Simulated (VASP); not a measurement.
Input for VASP

POSCAR:
```
AlP
1.0
  0.0000000000   2.7527900935   2.7527900935
  2.7527900935   0.0000000000   2.7527900935
  2.7527900935   2.7527900935   0.0000000000
Al P
1 1
Cartesian
  0.0000000000   0.0000000000   0.0000000000
  1.3763950467   1.3763950467   1.3763950467
```

### INCAR
```
ALGO = Normal
EDIFF = 1E-6
ENCUT = 520
GGA = PE
ISMEAR = 0
LASPH = .True.
LCHARG = .False.
LREAL = .False.
LWAVE = .True.
NELM = 100
PREC = Accurate
SIGMA = 0.05
SYSTEM = AlP
```

File KPOINTS:
```
Automatic mesh
0
Gamma
6 6 6
0 0 0
```

POTCAR, in this order: Al P (PBE.64 set). Program: vasp_std.

Problem. Translate this PBE calculation to Ansatz.

Solution. One equivalent input (not run):
Ansatz 0.2 input:
```yaml
crystal:
  lattice:
    - [0.0000000, 2.7527901, 2.7527901]
    - [2.7527901, 0.0000000, 2.7527901]
    - [2.7527901, 2.7527901, 0.0000000]
  atoms:
    - { symbol: Al, position: [0.0000000, 0.0000000, 0.0000000] }
    - { symbol: P, position: [0.2500000, 0.2500000, 0.2500000] }
kpoints:
  mp_grid: { grid: [6, 6, 6] }
hamiltonian:
  xc: pbe
  pseudopotentials: { kind: paw }
scf:
  occupations: { method: gaussian, width: 0.05 }
  max_iter: 100
output: { forces: true, stress: true, eigenvalues: true }
```
What does not carry over: each code has its own PAW files, so the cut-off isn't converted (ENCUT is set for VASP's; basis.ecutwfc is left out, and Ansatz then takes the one that its files recommend); Ansatz stops its SCF on the density residual and VASP on the energy change (EDIFF).

The compound is AlP in the zinc blende structure. It was relaxed first.
